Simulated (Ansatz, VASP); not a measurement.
# PtC in two plane-wave programs, part 2 of 2

Wanted: the spread between two codes on one cell, functional and k mesh. The cell is generated by rule, not measured, and may not be a known phase. Of the first pair: The cell is taken from a series of runs on this material, whose earlier steps may have relaxed, scaled, displaced or heated it; both programs get it as it stands.

VASP 6.6.1 and Ansatz 0.2.0.

So far: The starting structure; VASP: relaxation of cell and atoms, PBEsol, pair 1.

## Step 3: Ansatz: relaxation of cell and atoms, PBEsol, pair 1

Level of this step: Ansatz beside VASP: Kohn-Sham DFT, plane waves, PBEsol (Ansatz).

Ansatz runs on its default PAW (the set named soft_2) files.

The same cell, functional, mesh and smearing now go to Ansatz, which takes its cutoff from its data sets.

File input.yaml:

```yaml
crystal:
  lattice:
    - [3.6319411425, 0.0, 0.0]
    - [0.0, 3.6319411425, 0.0]
    - [0.0, 0.0, 7.2112420101]
  atoms:
    - { symbol: Pt, position: [0.4382677243, 0.4382677243, 0.5] }
    - { symbol: Pt, position: [0.5617322757, 0.5617322757, 0.0] }
    - { symbol: Pt, position: [0.9382677243, 0.0617322757, 0.25] }
    - { symbol: Pt, position: [0.0617322757, 0.9382677243, 0.75] }
    - { symbol: C, position: [0.6680512509, 0.3319487491, 0.75] }
    - { symbol: C, position: [0.3319487491, 0.6680512509, 0.25] }
    - { symbol: C, position: [0.8319487491, 0.8319487491, 0.5] }
    - { symbol: C, position: [0.1680512509, 0.1680512509, 0.0] }
kpoints:
  mp_grid: { grid: [10, 10, 6] }
hamiltonian:
  xc: pbesol
scf:
  occupations: { method: methfessel_paxton, width: 0.2 }
output:
  forces: true
  stress: true
  eigenvalues: true
relax:
  adjacent_minimum: "off"
  f_tol: 0.001
  max_steps: 60
  cell: { stress_tol: 0.01 }
```

Command:

```sh
$ ansatz run input.yaml --threads 4 --pin off --max-ram 7168MiB --backend cpu --events-out ev --progress --plain --runs-dir out
```

Numbers of over 12 decimals in the logs are rounded to 6 here.

What it wrote:

```text
Engine: ansatz 0.2.0, aarch64-unknown-linux-gnu
Pseudopotentials: kind: paw
Pseudopotential: Pt, paw, valence charge 18, recommended cutoff 420 eV (normal), Pt.paw.azcp
Pseudopotential: C, paw, valence charge 4, recommended cutoff 420 eV (normal), C.paw.azcp
Functional definition: PBEsol
  exchange = pbesol_x
  correlation = pbesol_c
Crystal: 8 atoms, lattice volume = 95.123 Å³
Basis set: ecut = 420 eV, 1841 PW (Γ), exchange–correlation on 50×50×100 points (8 copies of the dense FFT grid, shifted against one another)
Bands: 53, of which v1, the nominal top of the filled ones, is band 44 counted from 1 (43 counted from 0)
Symmetry: 8 space group operations
Space group: P41212 (ITA 92), of the structure as read, at distance tolerance 4.6e-5 Å
k-points: 84 of 600 (time reversal used)
Non-local potential: Pt, projectors of the file, l = 0: 3, l = 1: 2, l = 2: 2, l = 3: 1
Non-local potential: C, projectors of the file, l = 0: 2, l = 1: 2, l = 2: 1
PAW form: soft (Blöchl's): semilocal exchange-correlation on the pseudo side does not see the compensation charge
PAW frozen core: Pt, regenerated for the run's functional, and the local potential with it (the file was generated under x = pbe(κ = 0.804, μ = 0.219515), c = pbe(β = 0.066725))
PAW frozen core: C, regenerated for the run's functional, and the local potential with it (the file was generated under x = pbe(κ = 0.804, μ = 0.219515), c = pbe(β = 0.066725))
PAW one-centre angular grid: Pt, 590 points (default); XC on 64 Gauss nodes
PAW one-centre angular grid: C, 110 points (default); XC on 64 Gauss nodes
Initial density: superposition of atomic densities (neutral atoms: chi_scale 0, normalization atom), corrected by the library's trained network
Initial wavefunctions: pseudopotential atomic-orbital guess
Functional: x = pbesol(κ = 0.804, μ = 0.123457), c = pbesol(β = 0.046)
SCF iter   1: F=—  HF=-50511.687621 eV  |F-HF|=—  |Δ(HF+E_count)|=         —  Δρ=1.68e-2  dr2=1.05e-1  ethr=1.77e-3  ⟨swp⟩=5.5  Hψ=15270  notcnv=0
preconditioner: auto → Kerker (q_TF=auto, 2.693 Å⁻¹)  [metal: Δε(μ)=0.025 eV  Ē_g=7.962 eV  σ=0.200 eV  W_gap=0.11  n_scr=38 (ndim 8)  ℏωp=28.5 eV  f_vac=0.000  D(μ)=3.66/eV (n_scr^D=38)]
SCF iter   2: F=—  HF=-50511.671786 eV  |F-HF|=—  |Δ(HF+E_count)|=   1.58e-2  S|Δr|=    0.00e0  Δρ=9.50e-3  dr2=3.56e-2  ethr=1.19e-4  ⟨swp⟩=1.0  Hψ=5124  notcnv=0
SCF iter   3: F=—  HF=-50511.663494 eV  |F-HF|=—  |Δ(HF+E_count)|=   8.29e-3  S|Δr|=    0.00e0  Δρ=6.97e-4  dr2=2.87e-4  ethr=4.04e-5  ⟨swp⟩=2.6  Hψ=6791  notcnv=0
SCF iter   4: F=—  HF=-50511.663518 eV  |F-HF|=—  |Δ(HF+E_count)|=   2.42e-5  S|Δr|=    0.00e0  Δρ=1.58e-4  dr2=1.51e-5  ethr=3.26e-7  ⟨swp⟩=2.4  Hψ=6726  notcnv=0
SCF iter   5: F=—  HF=-50511.663531 eV  |F-HF|=—  |Δ(HF+E_count)|=   1.29e-5  S|Δr|=    0.00e0  Δρ=3.31e-5  dr2=1.06e-6  ethr=1.71e-8  ⟨swp⟩=2.1  Hψ=6705  notcnv=0
SCF iter   6: F=-50511.663531 eV  HF=-50511.663531 eV  |F-HF|=5.74e-9  |Δ(HF+E_count)|=   1.80e-8  S|Δr|=    0.00e0  Δρ=9.06e-6  dr2=6.73e-8  ethr=1.14e-10  ⟨swp⟩=8.4  Hψ=17193  notcnv=0
SCF 1 converged in 6 iterations: F = -50511.663531 eV  dr2 = 6.73e-8
  greatest PAW one-centre occupation: 1.000 electrons in one spin orbital (limit 2), on the Pt atom at site 3 (counted from 0), in its partial waves of l = 0
relax step   1: F+E_penalty+E_count = -50511.66353087 eV  Δ(F+E_penalty+E_count) = +0.000e0 eV  max|allowed force component| = 8.981e-3 eV/Å  Δτ_max = 0.0000 Å  P = +0.003 GPa  Ω = 95.123 Å³  (6 SCF iters, dr2 threshold 1.00e-7 eV, accepted)
[...]
relax step   8: F+E_penalty+E_count = -50511.66378202 eV  Δ(F+E_penalty+E_count) = -1.149e-5 eV  max|allowed force component| = 2.894e-4 eV/Å  Δτ_max = 0.0006 Å  P = -0.000 GPa  Ω = 95.138 Å³  energy of the carried Pulay correction = +8.605e-6 eV  (4 SCF iters, dr2 threshold 1.03e-9 eV, accepted)
[...]
relax step   9: F+E_penalty+E_count = -50511.66377072 eV  Δ(F+E_penalty+E_count) = +1.130e-5 eV  max|allowed force component| = 2.844e-4 eV/Å  Δτ_max = 0.0000 Å  P = -0.000 GPa  Ω = 95.138 Å³  stress off target by 3.64e-3 GPa  SCF on the basis re-selected at this cell (its energy is not comparable with the rows above)  (4 SCF iters)
basis re-selected at this cell: Δ(F+E_penalty+E_count) = +1.130e-5 eV, ΔP = -0.000 GPa vs the last step (what re-selecting the basis moved, of the pressure what is left beyond the Pulay correction that the steps carried, after the strain that the cell walked since its last selection, with what the two solves' SCF thresholds leave and, on support functions, any second-order correction that the steps lacked; it is no m [...]
SCF converged after 4 iterations
Stability not checked: this state was not tested for a lower state beside it, because cold or Methfessel-Paxton smearing, or corrected tetrahedra, fill the levels in a way that the test cannot read (fill_not_monotonic; see scf.lower_state_search)
Free energy (F): -50511.663771 eV
Harris-Foulkes:  -50511.663771 eV  (|F-HF|=1.46e-11)
Internal energy: -50511.662870 eV  (E = F + TS)
E sigma→0 (E₀):  -50511.663545 eV
Entropy (-TS):   -0.000901 eV (-0.113 meV/atom)
Fermi energy:    17.961444 eV
Step filling:    the computed levels leave a gap of 0.0144 eV = 0.1 smearing widths at the electron count; against every level under it full and every level over it empty, smearing changes F+E_penalty+E_count by +1.503 meV and its σ→0 estimate by +1.728 meV
--- Per-component energies (eV) ---
  E_band       = -810.006503
  E_kinetic    = 2884.050547
  E_local      = -7503.848434  (includes V_loc(G=0)·N_el)
  E_nonlocal   = 915.585282
  E_hartree    = 2761.334211
  E_xc         = -1228.122450
  E_vxc        = -1441.608530  (∫ρ·V_xc dr)
  E_paw        = -37641.943032  (= ΣΔE_a)
  E_vpaw       = -1186.854670  (= ΣTr[D̂ρ^β])
  E_aug_tail   = 0.000809  (compensation charges beyond the density's cutoff)
  E_ewald      = -10699.952131
  E_core_change = 1.232327  (= ΣΔE_core)
  E_smearing   = -0.000901  (= −TS)
  E_closure    = 0.000000  (closes the sum)
  Σ components = -50511.663771   (vs F -50511.663771, Δ=0.00e0)
--- Forces (eV/Å), atoms counted from 1 ---
  atom   1  Pt     0.00019068     0.00019068    -0.00000000
  atom   2  Pt    -0.00019068    -0.00019068    -0.00000000
  atom   3  Pt     0.00019068    -0.00019068     0.00000000
  atom   4  Pt    -0.00019068     0.00019068     0.00000000
  atom   5  C      0.00028444    -0.00028444    -0.00000000
  atom   6  C     -0.00028444     0.00028444     0.00000000
  atom   7  C     -0.00028444    -0.00028444     0.00000000
  atom   8  C      0.00028444     0.00028444    -0.00000000
  max |Σ_I F_I| component: 1.12e-16 eV/Å
--- Stress (GPa, compression-positive) ---
       -0.002217       0.000000      -0.000000
        0.000000      -0.002217      -0.000000
       -0.000000      -0.000000       0.003636
  P = ⅓ Tr σ = -0.0003 GPa (-0.003 kbar)
--- Band table (eV; the first three rows and the last of 84) ---
  k-point 0: bands = [... 40 lower, 16.8803, 16.8803, 16.9458, 17.2946, 17.7941, 17.7941, 19.3311, 19.3311, ... 5 higher]
  k-point 1: bands = [... 40 lower, 16.5300, 16.6445, 17.1034, 17.2683, 18.2374, 18.3209, 19.3281, 19.3862, ... 5 higher]
  k-point 2: bands = [... 40 lower, 16.0811, 16.6228, 16.6983, 17.3588, 19.0622, 19.0845, 19.3078, 19.4769, ... 5 higher]
  k-point 83: bands = [... 40 lower, 16.1688, 16.1688, 16.1688, 16.1688, 18.0245, 18.0245, 18.0245, 18.0245, ... 5 higher]
--- Relaxed structure (7 steps of the walk, 7 accepted, 2 SCFs on fresh bases) ---
  F+E_penalty+E_count = -50511.66377072 eV   max|allowed force component| = 2.844e-4 eV/Å   (the final SCF, on the basis selected at the relaxed cell)
  cell:  # Å, volume = 95.1380 Å³
    - [3.636956, 0, 1.2321950510469197e-19]
    - [0, 3.636956, 0]
    - [2.4465310334380707e-19, 0, 7.192471]
  atoms:
    - { symbol: Pt, position: [0.437558, 0.437558, 0.500000] }
    - { symbol: Pt, position: [0.562442, 0.562442, 0] }
    - { symbol: Pt, position: [0.937558, 0.062442, 0.250000] }
    - { symbol: Pt, position: [0.062442, 0.937558, 0.75] }
    - { symbol: C, position: [0.669421, 0.330579, 0.75] }
    - { symbol: C, position: [0.330579, 0.669421, 0.250000] }
    - { symbol: C, position: [0.830579, 0.830579, 0.500000] }
    - { symbol: C, position: [0.169421, 0.169421, 0] }
```

Reading the cycles: dr2 is the Hartree energy of the density residual (eV), the measure of convergence; HF is the Harris–Foulkes estimate of the energy, which meets the free energy F at convergence.

## Step 4: Differences

Known differences besides the potentials themselves: the data sets hold 88 valence electrons in Ansatz (on its default PAW (the set named soft_2) files) and 56 in VASP; the cutoff is 420 eV in Ansatz and 600 eV in VASP; Ansatz makes its cores anew for this functional, VASP keeps those of its PBE data sets; Ansatz adds a Pulay correction to the stress that steers its cell, VASP none. Total energies have different zeros and are not compared.

The two programs side by side:

```csv
quantity,Ansatz,VASP,difference
volume (Å³),95.14,94.98,+0.16 %
"edge a after relaxation, in the typed setting (Å)",3.637,3.629,+0.22 %
"edge c after relaxation, in the typed setting (Å)",7.192,7.213,-0.28 %
```

## Step 5: VASP: relaxation of cell and atoms, PBEsol, pair 2

The relaxed volume is the usual yardstick between codes: in a stiff, nearly cubic crystal its relative difference is about their pressure difference at one cell divided by the bulk modulus. This pair takes another cell of the material, with 2 atoms against 8 for the pair before.

File INCAR:

```
SYSTEM = PtC
PREC = Accurate
ENCUT = 600
EDIFF = 1E-07
NELM = 120
ISMEAR = 1
SIGMA = 0.2
LREAL = .FALSE.
ALGO = Normal
GGA = PS
NBANDS = 13
LASPH = .TRUE.
LORBIT = 11
LWAVE = .FALSE.
LCHARG = .FALSE.
ISIF = 3
IBRION = 2
NSW = 80
EDIFFG = -0.005
GGA_COMPAT = .FALSE.
NELMIN = 4
KPAR = 2
```

File POSCAR:

```
PtC
1.0
    0.0000000000      3.1750275052      3.1750275052
    1.6815066973      0.4010528048      2.7739747003
    1.6815066973      2.7739747003      0.4010528048
Pt C
1 1
Direct
    0.0917825771      0.0000000000      0.0000000000
    0.3421105488      0.5000000000      0.5000000000
```

File KPOINTS:

```
Automatic mesh
0
Gamma
16 16 16
0 0 0
```

Potentials, in the order of the species: Pt and C (PBE family, release 64).

Command:

```sh
$ mpirun -np 2 vasp_std
```

What it wrote:

```text
[banner, memory and clock lines left out]
running    2 mpi-ranks, on    1 nodes
[...]
[... a notice as in an earlier step ...]

 LDA part: xc-table for (Slater+PW92), standard interpolation
 POSCAR, INCAR and KPOINTS ok, starting setup
[...]
entering main loop
       N       E                     dE             d eps       ncg     rms          rms(c)
DAV:   1     0.596069719253E+02    0.59607E+02   -0.75272E+03 16146   0.112E+03
DAV:   2    -0.149776967870E+02   -0.74585E+02   -0.69261E+02 19601   0.218E+02
DAV:   3    -0.170042974556E+02   -0.20266E+01   -0.20131E+01 18736   0.361E+01
DAV:   4    -0.170155630804E+02   -0.11266E-01   -0.11265E-01 18136   0.313E+00
[...]
DAV:  12    -0.148387960531E+02    0.56378E-06   -0.10752E-06 17456   0.801E-03    0.450E-03
DAV:  13    -0.148387959242E+02    0.12887E-06   -0.22277E-07 16011   0.390E-03    0.442E-04
DAV:  14    -0.148387959280E+02   -0.37816E-08   -0.59091E-09  8388   0.662E-04
   1 F= -.14838796E+02 E0= -.14838658E+02  d E =-.148388E+02
[... from here on, the cycles between the ionic steps are left out ...]
   2 F= -.14840897E+02 E0= -.14840765E+02  d E =-.210062E-02
   3 F= -.14840957E+02 E0= -.14840819E+02  d E =-.216118E-02
   4 F= -.14843038E+02 E0= -.14842979E+02  d E =-.208104E-02
   5 F= -.14846933E+02 E0= -.14847160E+02  d E =-.597559E-02
   6 F= -.14844456E+02 E0= -.14844619E+02  d E =-.349885E-02
   7 F= -.14847581E+02 E0= -.14847855E+02  d E =-.662398E-02
   8 F= -.14847590E+02 E0= -.14847865E+02  d E =-.914383E-05
   9 F= -.14847595E+02 E0= -.14847870E+02  d E =-.141045E-04
[...]
reached required accuracy - stopping structural energy minimisation
```

From OUTCAR (step 5):

```text
  Total        0.0069327      0.0035829      0.0035829     -0.0000000      0.0020749     -0.0000000
  in kB        0.4361129      0.2253867      0.2253867     -0.0000000      0.1305283     -0.0000000
  external PRESSURE =       0.2956288 kB  Pullay stress =       0.0000000 kB

 POSITION                                       TOTAL-FORCE (eV/Angst)
 -----------------------------------------------------------------------------------
      0.00000      0.30355      0.30355         0.000000      0.002327      0.002327
      1.65128      2.78012      2.78012        -0.000000     -0.002327     -0.002327
 -----------------------------------------------------------------------------------
    total drift:                                0.000002     -0.000035     -0.000035

  FREE ENERGIE OF THE ION-ELECTRON SYSTEM (eV)
  ---------------------------------------------------
  free  energy   TOTEN  =       -14.8475951891 eV

  energy  without entropy=      -14.8484187801  energy(sigma->0) =      -14.84786972

[... 1 part as in an earlier step ...]

[... 3 further parts left out ...]
[key lines of the parts left out:]
E-fermi :   8.8976
```

The run keeps the 4 symmetry operations of its start, so it cannot find a distortion of lower symmetry.

## Step 6: Ansatz: relaxation of cell and atoms, PBEsol, pair 2

Its own start cell and the same functional, mesh and smearing now go to Ansatz, which takes its cutoff from its data sets.

The two relaxations start from unlike cells of this crystal, so only their ends are compared.

input.yaml, the sections that differ from step 3:

```yaml
crystal:
  lattice:
    - [0.0, 2.2083183167, 2.2083183167]
    - [2.2083183167, 0.0, 2.2083183167]
    - [2.2083183167, 2.2083183167, 0.0]
  atoms:
    - { symbol: Pt, position: [0.0043371408, 0.0, 0.0] }
    - { symbol: C, position: [0.4295556756, 0.5, 0.5] }
kpoints:
  mp_grid: { grid: [16, 16, 16] }
relax:
  adjacent_minimum: "off"
  f_tol: 0.002
  max_steps: 120
  cell: { stress_tol: 0.03 }
# hamiltonian, scf, output: as in step 3
```

Command:

```sh
$ ansatz run input.yaml --threads 4 --pin off --max-ram 7168MiB --backend cpu --events-out ev --progress --plain --runs-dir out
```

What it wrote:

```text
[...]
Crystal: 2 atoms, lattice volume = 21.538 Å³
Basis set: ecut = 420 eV, 411 PW (Γ), exchange–correlation on 48×48×48 points (8 copies of the dense FFT grid, shifted against one another)
Bands: 15, of which v1, the nominal top of the filled ones, is band 11 counted from 1 (10 counted from 0)
Symmetry: 4 space group operations
[...]
k-points: 621 of 4096 (time reversal used)
[...]
k-point 620: bands = [... 7 lower, 11.1330, 12.9096, 13.7739, 14.2522, 16.0382, 18.0669, 26.3779, 27.2630]
--- Relaxed structure (23 steps of the walk, 22 accepted, 4 SCFs on fresh bases) ---
[...]
cell:  # Å, volume = 25.4354 Å³
    - [0, 3.300719, 3.300719]
    - [1.650567, 0.483182, 2.817536]
    - [1.650567, 2.817536, 0.483182]
  atoms:
    - { symbol: Pt, position: [0.091971, 0.0, 0.0] }
    - { symbol: C, position: [0.341922, 0.5, 0.5] }
[key lines of the parts left out:]
SCF converged after 4 iterations
Free energy (F): -12628.755377 eV
Fermi energy:    16.889388 eV
P = ⅓ Tr σ = 0.0055 GPa (0.055 kbar)
```

## Step 7: Differences

What differs besides the data sets and the points named for the pairs above, as far as they apply: the data sets hold 22 valence electrons in Ansatz (on its default PAW (the set named soft_2) files) and 14 in VASP. Total energies have different zeros and are not compared.

The two programs side by side:

```csv
quantity,Ansatz,VASP,difference
volume (Å³),25.44,25.47,-0.13 %
"edge a after relaxation, in the typed setting (Å)",4.668,4.670,-0.04 %
"edge b after relaxation, in the typed setting (Å)",3.301,3.302,-0.04 %
```

## Step 8: Results

```
difference in edge c after relaxation, in the typed setting (relaxation of cell and atoms, PBEsol, pair 1) : -0.28 %
difference in volume (relaxation of cell and atoms, PBEsol, pair 2)                                        : -0.13 %
```

The difference in edge c after relaxation, in the typed setting is -0.28 % (relaxation of cell and atoms, PBEsol, pair 1), within the 1.2 % picked in this series as the mark of a large difference, as far as the stopping tolerances let one tell. The data sets hold unlike numbers of valence electrons (88 in Ansatz and 56 in VASP and 22 in Ansatz and 14 in VASP), so part of the differences comes from the potentials. 1 further run of this series is not shown here. How closely two codes agree says nothing of how well the functional describes the real material.

[Lines on the potential files, build, host, timing and source positions are cut from VASP's logs without a mark.]

[Logs are printed without paths, hosts, clocks, repeated set-up lines and the standing remarks that a program may print on its own settings, such as how far it seeks lower states.]

[Hosts, paths, dates, database ids (printed as entryN), source tags and the programs' standing remarks are cut or masked in the printed files.]
